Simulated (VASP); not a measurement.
# MnPt: structure and properties in VASP, part 5 of 8

Wanted: the relaxed cell of MnPt and its properties. The start is a cell from a database of measured crystal structures.

VASP 6.6.1, plane waves and PAW; the level of theory is named at each step.

Still holding for the runs below: The magnetic order is the lowest of the few collinear ones that converged above; longer or canted patterns were not tried. The cell is doubled for it, so bands and modes from the zone boundary of the chemical cell fold onto Γ and the labels are those of the larger cell.

So far, largest spin moment in the PAW sphere (μB): step 2 (magnetic order: ferromagnetic) 3.73; step 3 (magnetic order: antiferromagnetic, q = (0, 0, 1/2)) 3.71; step 4 (magnetic order: antiferromagnetic, q = (1/2, 1/2, 1/2)) 3.62; step 5 (magnetic order: antiferromagnetic, q = (1/2, 1/2, 0)) 3.68; step 7 (relaxing cell and atoms (PBEsol + D3(BJ))) 3.47.

## (11) Density of states (PBEsol + D3(BJ))

Level of this step: PBEsol with D3(BJ), spin-polarised from an antiferromagnetic start; plane waves and PAW (Mn_pv, Pt) (VASP).

Here the states are counted by energy and projected on the atoms. The mesh is finer than in the run before.

The input, INCAR:

```
SYSTEM = MnPt
PREC = Accurate
ENCUT = 400
EDIFF = 1E-06
NELM = 100
ISMEAR = -5
SIGMA = 0.2
LREAL = .FALSE.
ALGO = Normal
GGA = PS
IVDW = 12
NBANDS = 39
ISPIN = 2
MAGMOM = 3.465 -3.465 0 0
LASPH = .TRUE.
LMAXMIX = 4
LORBIT = 11
LWAVE = .FALSE.
LCHARG = .FALSE.
KPAR = 4
NEDOS = 2001
```

The input, POSCAR:

```
MnPt
1.0
    5.4397418177      0.0000000000      0.0000000000
    2.7198709088      2.7198709088      0.0000000000
    0.0000000000      0.0000000000      3.6539350732
Mn Pt
2 2
Direct
    0.0000000000      0.0000000000      0.0000000000
    0.5000000000      0.0000000000      0.0000000000
    0.0000000000      0.5000000000      0.5000000000
    0.5000000000      0.5000000000      0.5000000000
```

The input, KPOINTS:

```
Automatic mesh
0
Gamma
10 10 8
0 0 0
```

PAW data sets: Mn_pv and Pt (PBE family, release 64).

Run with:

```console
mpirun -np 4 vasp_std
```

The program printed:

```text
[... set-up lines as in an earlier step ...]
 entering main loop
       N       E                     dE             d eps       ncg     rms          rms(c)
DAV:   1     0.420777577716E+03    0.42078E+03   -0.20184E+04 17115   0.117E+03
DAV:   2    -0.154728902487E+02   -0.43625E+03   -0.40474E+03 16611   0.358E+02
DAV:   3    -0.382221333073E+02   -0.22749E+02   -0.22096E+02 18315   0.924E+01
DAV:   4    -0.384994638618E+02   -0.27733E+00   -0.27709E+00 18174   0.102E+01
DAV:   5    -0.385047219919E+02   -0.52581E-02   -0.52572E-02 18370   0.141E+00    0.258E+01
DAV:   6    -0.382274337592E+02    0.27729E+00   -0.18027E+01 17815   0.478E+01    0.250E+01
DAV:   7    -0.353725242346E+02    0.28549E+01   -0.16529E+01 17960   0.463E+01    0.121E+01
DAV:   8    -0.349686907752E+02    0.40383E+00   -0.13336E+00 18157   0.108E+01    0.540E+00
DAV:   9    -0.349704799581E+02   -0.17892E-02   -0.19050E-01 18068   0.403E+00    0.301E+00
DAV:  10    -0.349595717453E+02    0.10908E-01   -0.46873E-02 18778   0.184E+00    0.149E+00
DAV:  11    -0.349649383156E+02   -0.53666E-02   -0.76265E-03 18493   0.652E-01    0.409E-01
DAV:  12    -0.349654837191E+02   -0.54540E-03   -0.14080E-03 18080   0.336E-01    0.182E-01
DAV:  13    -0.349655406443E+02   -0.56925E-04   -0.18965E-04 18027   0.150E-01    0.677E-02
DAV:  14    -0.349655642666E+02   -0.23622E-04   -0.67656E-05 19566   0.725E-02    0.280E-02
DAV:  15    -0.349655584884E+02    0.57783E-05   -0.14907E-05 18032   0.379E-02    0.524E-03
DAV:  16    -0.349655585686E+02   -0.80229E-07   -0.81006E-07 10177   0.592E-03
   1 F= -.37061092E+02 E0= -.37061092E+02  d E =0.000000E+00  mag=    -0.0000
 -----------------------------------------------------------------------------
|                                                                             |
|           W    W    AA    RRRRR   N    N  II  N    N   GGGG   !!!           |
|           W    W   A  A   R    R  NN   N  II  NN   N  G    G  !!!           |
|           W    W  A    A  R    R  N N  N  II  N N  N  G       !!!           |
|           W WW W  AAAAAA  RRRRR   N  N N  II  N  N N  G  GGG   !            |
|           WW  WW  A    A  R   R   N   NN  II  N   NN  G    G                |
|           W    W  A    A  R    R  N    N  II  N    N   GGGG   !!!           |
|                                                                             |
|     Tetrahedron method does not include variations of the Fermi             |
|     occupations, so forces and stress will be inaccurate. We suggest        |
|     using a different smearing scheme ISMEAR = 1 or 2 for metals in         |
|     relaxations.                                                            |
|                                                                             |
 -----------------------------------------------------------------------------
```

Wall time 45 s (4 MPI ranks of Intel Xeon 6975P-C (Granite Rapids), shared host); peak memory 1.5 GiB; 2.9 min of CPU time.

From OUTCAR (step 11):

```text
   k-points           NKPTS =    105   k-points in BZ     NKDIM =    105   number of bands    NBANDS=     39

   NELECT =      46.0000    total number of electrons

 E-fermi :  11.1434

 spin component 1
 k-point     1 :       0.0000    0.0000    0.0000
  band No.  band energies     occupation
    ...
     18       9.4863      1.00000
     19      10.4040      1.00000
     20      10.7369      1.00000
     21      10.7369      1.00000
     22      11.3098      0.58949
     23      12.1788     -0.00072
     24      12.1789      0.00000
     25      12.3693      0.00000
     26      12.4638      0.00000
     27      12.5921      0.00000
    ...

 k-point     2 :       0.1000    0.0000    0.0000
  band No.  band energies     occupation
    ...
     18       9.4741      1.00000
     19      10.2837      1.00000
     20      10.3765      1.00000
     21      10.5468      1.00000
     22      10.7359      1.02191
     23      11.5664      0.03751
     24      12.0382      0.00000
     25      12.4698      0.00000
     26      12.5473      0.00000
     27      12.6364      0.00000
    ...

 Edisp (eV)   -2.09553

  Total       0.08184     0.08184     0.00661    -0.00000     0.00000     0.00000
  in kB       2.42537     2.42537     0.19586    -0.00000     0.00000     0.00000
  external pressure =        1.68 kB  Pullay stress =        0.00 kB

 POSITION                                       TOTAL-FORCE (eV/Angst)
 -----------------------------------------------------------------------------------
      0.00000      0.00000      0.00000         0.000000      0.000000     -0.000000
      2.71987      0.00000      0.00000        -0.000000     -0.000000      0.000000
      1.35994      1.35994      1.82697        -0.000000     -0.000000     -0.000000
      4.07981      1.35994      1.82697        -0.000000      0.000000     -0.000000
 -----------------------------------------------------------------------------------
    total drift:                                0.000000      0.000000     -0.000000

  FREE ENERGIE OF THE ION-ELECTRON SYSTEM (eV)
  ---------------------------------------------------
  free  energy   TOTEN  =       -37.0610921513 eV

  energy  without entropy=      -37.0610921513  energy(sigma->0) =      -37.06109215

 magnetization (x)
# of ion       s       p       d       tot
------------------------------------------
    1        0.027   0.055   3.385   3.468
    2       -0.027  -0.055  -3.385  -3.468
    3        0.000   0.000   0.000   0.000
    4        0.000   0.000   0.000   0.000
--------------------------------------------------
tot          0.000   0.000   0.000   0.000

[... 6 parts as in an earlier step ...]

[... 10 further parts left out ...]
```

With tetrahedra the forces and stress of a metal are not exact derivatives of the energy.

This step gave:

* irreducible k-points: 105
* free energy (TOTEN): -37.06 eV
* Fermi energy: 11.14 eV
* pressure: 0.1682 GPa
* DOS at the Fermi level: 0.5162 states/eV/cell

The density of states has structure finer than the step of the table below, so its rows give means over 0.5 eV, whole bins alone (the curve runs from -12.0 to 1.55 eV). Peaks (eV: height): total -3.38: 7.52, -2.40: 9.21, 0.56: 10.0, 0.94: 9.38; Mn d -2.40: 4.74, 0.56: 7.24, 0.87: 6.51; Pt d -5.74: 4.24, -4.30: 3.54, -3.38: 4.17, -2.40: 3.44; Pt p -3.16: 0.312, -2.25: 0.283, -1.64: 0.510, 0.34: 0.439; Mn p -5.66: 0.187, -4.30: 0.147, -1.64: 0.174, 0.34: 0.162.

States under -12.0 eV and over 1.6 eV are left out; both spin channels agree and are summed. Density of states against energy, zero at the Fermi level; means over each step; values in states/eV/cell:

```csv
energy (eV),total,Mn d,Pt d,Pt p,Mn p,Pt s,Mn s
-11.0,0,0,0,0,0,0,0
-10.5,8.5e-4,0,9.2e-6,0,0,4.3e-4,1.7e-4
-10.0,0.116,1.5e-4,9.7e-4,0.00165,8.7e-4,0.0579,0.0220
-9.5,0.251,7.5e-4,0.00457,0.00698,0.00412,0.121,0.0442
-9.0,0.370,0.00276,0.0138,0.0147,0.00943,0.171,0.0581
-8.5,0.542,0.00720,0.0400,0.0253,0.0196,0.242,0.0693
-8.0,0.735,0.0197,0.0861,0.0399,0.0297,0.300,0.0811
-7.5,1.02,0.0568,0.232,0.0507,0.0374,0.337,0.0875
-7.0,2.31,0.207,0.996,0.0765,0.0592,0.423,0.153
-6.5,4.25,0.412,2.43,0.138,0.0819,0.294,0.262
-6.0,5.91,0.895,3.47,0.194,0.113,0.219,0.224
-5.5,5.35,0.909,3.33,0.162,0.141,0.144,0.0438
-5.0,4.31,0.760,2.66,0.178,0.115,0.0737,0.0239
-4.5,4.99,1.02,2.97,0.224,0.132,0.0916,0.0287
-4.0,5.03,1.41,2.67,0.231,0.120,0.0819,0.0235
-3.5,5.61,1.80,2.88,0.251,0.0893,0.0893,0.0317
-3.0,5.79,2.44,2.45,0.237,0.0782,0.0819,0.0404
-2.5,7.84,4.09,2.78,0.252,0.0928,0.0594,0.0317
-2.0,4.92,2.37,1.85,0.219,0.0812,0.0382,0.0296
-1.5,4.17,1.70,1.43,0.386,0.132,0.0424,0.0646
-1.0,2.80,1.18,1.30,0.114,0.0400,0.0168,0.0176
-0.5,1.44,0.616,0.666,0.0583,0.0211,0.00832,0.00653
0.0,0.987,0.628,0.173,0.0696,0.0250,0.00699,0.00210
0.5,8.20,5.82,1.29,0.274,0.116,0.0910,0.0201
1.0,7.14,4.94,1.42,0.144,0.0852,0.101,0.0391
```

The finer mesh and the other smearing move the Fermi level by -0.03 eV from the 7×7×5 run, a small shift, which tests the Fermi level alone. Of the states within 0.3 eV of the Fermi level, the largest shares in the PAW spheres are Mn d 65 %, Pt d 17 % and Pt p 7 %. The rest lies in smaller channels or between the spheres.

[end of part 5 of 8]

[Lines on the potential files, build, host, timing and source positions are cut from VASP's logs without a mark.]

[Logs are printed without paths, hosts, clocks, repeated set-up lines and the standing remarks that a program may print on its own settings, such as how far it seeks lower states.]

[Hosts, paths, dates, database ids (printed as entryN), source tags and the programs' standing remarks are cut or masked in the printed files.]

[A measured line is paired with the nearest computed mode of its activity, which favours agreement.]
